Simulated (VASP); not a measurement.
Output of a VASP run:

### OUTCAR
```
 ion  position               nearest neighbor table
   1  0.000  0.000  0.000-
   2  0.500  0.500  0.500-   3 2.53   4 2.53   5 2.53   5 2.53   3 2.53   4 2.53
   3  0.500  0.000  0.500-   2 2.53   2 2.53
   4  0.000  0.500  0.500-   2 2.53   2 2.53
   5  0.500  0.500  0.000-   2 2.53   2 2.53
  LATTYP: Found a simple cubic cell.
 ALAT       =     5.0668322032
 Subroutine PRICEL returns:
 Original cell was already a primitive cell.
 Subroutine GETGRP returns: Found 48 space group operations
The static configuration has the point symmetry O_h .
The dynamic configuration has the point symmetry O_h .
 Subroutine INISYM returns: Found 48 space group operations
 Subroutine IBZKPT returns following result:
 Found     20 irreducible k-points:

 Following reciprocal coordinates:
            Coordinates               Weight
  0.000000  0.000000  0.000000      1.000000
  0.166667  0.000000  0.000000      6.000000
  0.333333  0.000000  0.000000      6.000000
  0.500000  0.000000  0.000000      3.000000
  0.166667  0.166667  0.000000     12.000000
  0.333333  0.166667  0.000000     24.000000
  0.500000  0.166667  0.000000     12.000000
  0.333333  0.333333  0.000000     12.000000
  0.500000  0.333333  0.000000     12.000000
  0.500000  0.500000  0.000000      3.000000
  0.166667  0.166667  0.166667      8.000000
  0.333333  0.166667  0.166667     24.000000
  0.500000  0.166667  0.166667     12.000000
  0.333333  0.333333  0.166667     24.000000
  0.500000  0.333333  0.166667     24.000000
  0.500000  0.500000  0.166667      6.000000
  0.333333  0.333333  0.333333      8.000000
  0.500000  0.333333  0.333333     12.000000
  0.500000  0.500000  0.333333      6.000000
  0.500000  0.500000  0.500000      1.000000
   k-points           NKPTS =     20   k-points in BZ     NKDIM =     20   number of bands    NBANDS=     26
   number of dos      NEDOS =    301   number of ions     NIONS =      5
   total plane-waves  NPLWV =  64000
   dimension x,y,z NGX =    40 NGY =   40 NGZ =   40
   dimension x,y,z NGXF=    80 NGYF=   80 NGZF=   80
   ions per type =               1   1   3
   PREC   = accura    normal or accurate (medium, high low for compatibility)
   ISTART =      0    job   : 0-new  1-cont  2-samecut
   ICHARG =      2    charge: 1-file 2-atom 10-const
   ISPIN  =      1    spin polarized calculation?
   LNONCOLLINEAR =      F non collinear calculations
   LSORBIT =      F    spin-orbit coupling
   INIWAV =      1    electr: 0-lowe 1-rand  2-diag
   ENCUT  =  500.0 eV  36.75 Ry    6.06 a.u.   9.24  9.24  9.24*2*pi/ulx,y,z
   NELM   =    100;   NELMIN=  2; NELMDL= -5     # of ELM steps
   EDIFF  = 0.1E-05   stopping-criterion for ELM
   LREAL  =      F    real-space projection
   NLSPLINE    = F    spline interpolate recip. space projectors
   LMAXMIX     =    4 max onsite mixed and CHGCAR
   VOSKOWN=      0    Vosko Wilk Nusair interpolation
   EDIFFG = -.2E-01   stopping-criterion for IOM
   NSW    =     40    number of steps for IOM
   NBLOCK =      1;   KBLOCK =     40    inner block; outer block
   IBRION =      2    ionic relax: 0-MD 1-quasi-New 2-CG
   NFREE  =      1    steps in history (QN), initial steepest desc. (CG)
   ISIF   =      3    stress and relaxation
   ISYM   =      2    0-nonsym 1-usesym 2-fastsym
   TEIN   =    0.0    initial temperature
   TEBEG  =    0.0;   TEEND  =   0.0 temperature during run
   SMASS  =  -3.00    Nose mass-parameter (am)
   PSTRESS=  450.0 pullay stress
   NELECT =      44.0000    total number of electrons
   EFERMI =   0.00;   METHOD = LEGACY
   ISMEAR =     1;   SIGMA  =   0.10  broadening in eV -4-tet -1-fermi 0-gaus
   IALGO  =     38    algorithm
   LDIAG  =      T    sub-space diagonalisation (order eigenvalues)
   IMIX   =      4    mixing-type and parameters
     AMIX     =   0.40;   BMIX     =  1.00
     AMIX_MAG =   1.60;   BMIX_MAG =  1.00
     AMIN     =   0.10
   GGA     = PE    functional components
...
```

### OSZICAR
```
       N       E                     dE             d eps       ncg     rms          rms(c)
DAV:   1     0.432214580936E+03    0.43221E+03   -0.19472E+04  1040   0.176E+03
DAV:   2     0.596628785428E+02   -0.37255E+03   -0.36328E+03  1122   0.419E+02
DAV:   3    -0.213631506837E+01   -0.61799E+02   -0.60174E+02  1278   0.148E+02
DAV:   4    -0.512127279940E+01   -0.29850E+01   -0.29665E+01  1224   0.342E+01
DAV:   5    -0.519771979414E+01   -0.76447E-01   -0.76206E-01  1574   0.596E+00    0.173E+01
DAV:   6    -0.509443737106E+01    0.10328E+00   -0.84915E-02  1314   0.154E+00    0.107E+01
DAV:   7    -0.506000609716E+01    0.34431E-01   -0.14281E-01  1366   0.213E+00    0.704E-01
DAV:   8    -0.505882928079E+01    0.11768E-02   -0.23124E-02  1236   0.811E-01    0.253E-01
DAV:   9    -0.505894669292E+01   -0.11741E-03   -0.12863E-03  1496   0.202E-01    0.779E-02
DAV:  10    -0.505895884222E+01   -0.12149E-04   -0.41135E-05  1436   0.388E-02    0.329E-02
DAV:  11    -0.505896517194E+01   -0.63297E-05   -0.10864E-05  1340   0.207E-02    0.124E-02
DAV:  12    -0.505896414669E+01    0.10253E-05   -0.14181E-06  1096   0.106E-02    0.377E-03
DAV:  13    -0.505896397374E+01    0.17295E-06   -0.11751E-06   882   0.594E-03
   1 F= 0.31476237E+02 E0= 0.31475909E+02  d E =0.314762E+02
```

**OUTCAR**
```
------------------------ aborting loop because EDIFF is reached ----------------------------------------
  FORCE on cell =-STRESS in cart. coord.  units (eV):
  Direction    XX          YY          ZZ          XY          YZ          ZX
  --------------------------------------------------------------------------------------
  Total       36.5284810     36.5284810     36.5284810      0.0000000     -0.0000000      0.0000000
  in kB      449.9172340    449.9172340    449.9172340      0.0000000     -0.0000000      0.0000000
  external PRESSURE =      -0.0827660 kB  Pullay stress =     450.0000000 kB
  volume of cell :      130.08
      direct lattice vectors                 reciprocal lattice vectors
     5.066832203  0.000000000  0.000000000     0.197361973  0.000000000  0.000000000
     0.000000000  5.066832203  0.000000000     0.000000000  0.197361973  0.000000000
     0.000000000  0.000000000  5.066832203     0.000000000  0.000000000  0.197361973
 POSITION                                       TOTAL-FORCE (eV/Angst)
 -----------------------------------------------------------------------------------
      0.00000      0.00000      0.00000         0.000000      0.000000      0.000000
      2.53342      2.53342      2.53342         0.000000      0.000000      0.000000
      2.53342      0.00000      2.53342         0.000000      0.000000      0.000000
      0.00000      2.53342      2.53342         0.000000      0.000000      0.000000
      2.53342      2.53342      0.00000         0.000000      0.000000      0.000000
 -----------------------------------------------------------------------------------
    total drift:                                0.000000      0.000000     -0.000000
  FREE ENERGIE OF THE ION-ELECTRON SYSTEM (eV)
  ---------------------------------------------------
  free  energy   TOTEN  =        -5.0589639737 eV

  energy  without entropy=       -5.0599485563  energy(sigma->0) =       -5.05929217
  enthalpy is  TOTEN    =        31.4762367552 eV   P V=       36.5352007289

 reached required accuracy - stopping structural energy minimisation
```
(Selected blocks of OUTCAR.)

POSCAR:
```
CsSnI3
1
    5.0668322032     0.0000000000    -0.0000000000
    0.0000000000     5.0668322032    -0.0000000000
    0.0000000000     0.0000000000     5.0668322032
Cs Sn I
1 1 3
Direct
  0.0000000000   0.0000000000   0.0000000000
  0.5000000000   0.5000000000   0.5000000000
  0.5000000000   0.0000000000   0.5000000000
  0.0000000000   0.5000000000   0.5000000000
  0.5000000000   0.5000000000   0.0000000000
```

### Question
Reconstruct the remaining input files.

### Answer
One answer among several that fit: the input of the run itself, PBE GGA, plane waves, VASP's PBE PAW potentials (set 64).

**INCAR**
```
ALGO = Normal
EDIFF = 1E-6
EDIFFG = -0.02
ENCUT = 500
GGA = PE
IBRION = 2
ISIF = 3
ISMEAR = 1
LASPH = T
LCHARG = F
LMAXMIX = 4
LREAL = F
LWAVE = F
NELM = 100
NSW = 40
PREC = Accurate
PSTRESS = 450
SIGMA = 0.1
SYSTEM = CsSnI3
```

File KPOINTS:
```
Automatic mesh
0
Gamma
 6 6 6
```

POTCAR, in this order: Cs_sv Sn_d I (PBE.64 set). Program: vasp_std.

The compound is CsSnI3 in the cubic perovskite structure, the ideal cubic form; the compound distorts at low or room temperature. It was relaxed first under an external pressure of 45 GPa.
